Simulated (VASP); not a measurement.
OSZICAR of a VASP run on Ga35N35:

OSZICAR:
```
       N       E                     dE             d eps       ncg     rms          rms(c)
DAV:   1    -0.505634938672E+03   -0.50563E+03   -0.22227E+01   360   0.125E+01    0.993E+00
DAV:   2    -0.505712099794E+03   -0.77161E-01   -0.21862E+00   456   0.360E+00    0.961E+00
DAV:   3    -0.505293704540E+03    0.41840E+00   -0.12078E+01   504   0.636E+00    0.700E+00
DAV:   4    -0.505632151075E+03   -0.33845E+00   -0.16836E+00   552   0.453E+00    0.363E+00
DAV:   5    -0.506515331048E+03   -0.88318E+00   -0.78332E+00   464   0.420E+00    0.101E+01
DAV:   6    -0.504890080919E+03    0.16253E+01   -0.22560E+01   560   0.867E+00    0.685E+00
DAV:   7    -0.505742804680E+03   -0.85272E+00   -0.21471E+00   544   0.491E+00    0.351E+00
DAV:   8    -0.506403498866E+03   -0.66069E+00   -0.43877E+00   472   0.519E+00    0.992E+00
DAV:   9    -0.504821287070E+03    0.15822E+01   -0.20599E+01   528   0.843E+00    0.655E+00
DAV:  10    -0.505770390292E+03   -0.94910E+00   -0.18525E+00   560   0.477E+00    0.343E+00
DAV:  11    -0.506335694923E+03   -0.56530E+00   -0.40906E+00   456   0.510E+00    0.983E+00
DAV:  12    -0.504849196583E+03    0.14865E+01   -0.20588E+01   528   0.840E+00    0.654E+00
DAV:  13    -0.505769866890E+03   -0.92067E+00   -0.18626E+00   576   0.477E+00    0.341E+00
DAV:  14    -0.506328338955E+03   -0.55847E+00   -0.40379E+00   456   0.508E+00    0.982E+00
DAV:  15    -0.504850773069E+03    0.14776E+01   -0.20541E+01   528   0.839E+00    0.653E+00
DAV:  16    -0.505770276714E+03   -0.91950E+00   -0.18577E+00   568   0.476E+00    0.341E+00
DAV:  17    -0.506326250347E+03   -0.55597E+00   -0.40313E+00   456   0.507E+00    0.982E+00
DAV:  18    -0.504854217250E+03    0.14720E+01   -0.20610E+01   528   0.840E+00    0.654E+00
DAV:  19    -0.505769542964E+03   -0.91533E+00   -0.18601E+00   568   0.476E+00    0.341E+00
DAV:  20    -0.506325478922E+03   -0.55594E+00   -0.40227E+00   440   0.507E+00    0.981E+00
DAV:  21    -0.504849588350E+03    0.14759E+01   -0.20486E+01   528   0.839E+00    0.653E+00
DAV:  22    -0.505770087620E+03   -0.92050E+00   -0.18631E+00   568   0.475E+00    0.340E+00
DAV:  23    -0.506324281331E+03   -0.55419E+00   -0.40195E+00   464   0.507E+00    0.982E+00
DAV:  24    -0.504854982061E+03    0.14693E+01   -0.20615E+01   528   0.840E+00    0.654E+00
DAV:  25    -0.505769213208E+03   -0.91423E+00   -0.18610E+00   568   0.476E+00    0.341E+00
DAV:  26    -0.506325997336E+03   -0.55678E+00   -0.40318E+00   456   0.507E+00    0.982E+00
DAV:  27    -0.504850881351E+03    0.14751E+01   -0.20554E+01   528   0.839E+00    0.653E+00
DAV:  28    -0.505770472978E+03   -0.91959E+00   -0.18607E+00   568   0.475E+00    0.341E+00
DAV:  29    -0.506322620196E+03   -0.55215E+00   -0.40135E+00   448   0.507E+00    0.981E+00
DAV:  30    -0.504852886191E+03    0.14697E+01   -0.20557E+01   528   0.839E+00    0.653E+00
DAV:  31    -0.505768603425E+03   -0.91572E+00   -0.18640E+00   568   0.476E+00    0.340E+00
DAV:  32    -0.506325551961E+03   -0.55695E+00   -0.40286E+00   456   0.507E+00    0.982E+00
DAV:  33    -0.504850927166E+03    0.14746E+01   -0.20555E+01   528   0.839E+00    0.653E+00
DAV:  34    -0.505770060923E+03   -0.91913E+00   -0.18610E+00   568   0.475E+00    0.340E+00
DAV:  35    -0.506323393421E+03   -0.55333E+00   -0.40227E+00   464   0.507E+00    0.982E+00
DAV:  36    -0.504854357875E+03    0.14690E+01   -0.20617E+01   528   0.840E+00    0.654E+00
DAV:  37    -0.505768872765E+03   -0.91451E+00   -0.18614E+00   568   0.476E+00    0.341E+00
DAV:  38    -0.506324525234E+03   -0.55565E+00   -0.40237E+00   448   0.507E+00    0.981E+00
DAV:  39    -0.504849247005E+03    0.14753E+01   -0.20506E+01   528   0.839E+00    0.653E+00
DAV:  40    -0.505769749505E+03   -0.92050E+00   -0.18636E+00   568   0.475E+00    0.340E+00
DAV:  41    -0.506323243690E+03   -0.55349E+00   -0.40216E+00   456   0.507E+00    0.982E+00
DAV:  42    -0.504854312394E+03    0.14689E+01   -0.20619E+01   528   0.840E+00    0.654E+00
DAV:  43    -0.505768735634E+03   -0.91442E+00   -0.18609E+00   568   0.476E+00    0.341E+00
DAV:  44    -0.506325135825E+03   -0.55640E+00   -0.40321E+00   456   0.507E+00    0.982E+00
DAV:  45    -0.504850520380E+03    0.14746E+01   -0.20556E+01   528   0.839E+00    0.653E+00
DAV:  46    -0.505769935569E+03   -0.91942E+00   -0.18601E+00   568   0.475E+00    0.341E+00
DAV:  47    -0.506322369642E+03   -0.55243E+00   -0.40161E+00   448   0.507E+00    0.982E+00
DAV:  48    -0.504853162246E+03    0.14692E+01   -0.20570E+01   544   0.839E+00    0.653E+00
DAV:  49    -0.505768101938E+03   -0.91494E+00   -0.18668E+00   568   0.476E+00    0.340E+00
DAV:  50    -0.506325700580E+03   -0.55760E+00   -0.40310E+00   448   0.507E+00
   1 F= -.50632570E+03 E0= -.50632570E+03  d E =-.275689E-09
```

Q: Which electronic solver shows in the log?

A: It is blocked Davidson (ALGO = Normal, or the opening steps of other solvers). The INCAR had ALGO = Normal.

Q: Can the final energy be trusted as converged?

A: The run did not converge; its last values are not results. It stopped with EDIFF = 1E-5, NELM = 50 (HSE06 screened hybrid, plane waves, VASP's PBE PAW potentials (set 64)).  The supercell is sampled at Γ alone, which is coarse: total energies, pressure and levels can be off, energies of defects by several tenths of an eV.

The cell is a supercell with a defect, built from GaN (wurtzite): vac_Ga-vac_N. The cell's shape comes from a PBE relaxation. The run is not spin-polarised, so no state with unpaired spins was tried.
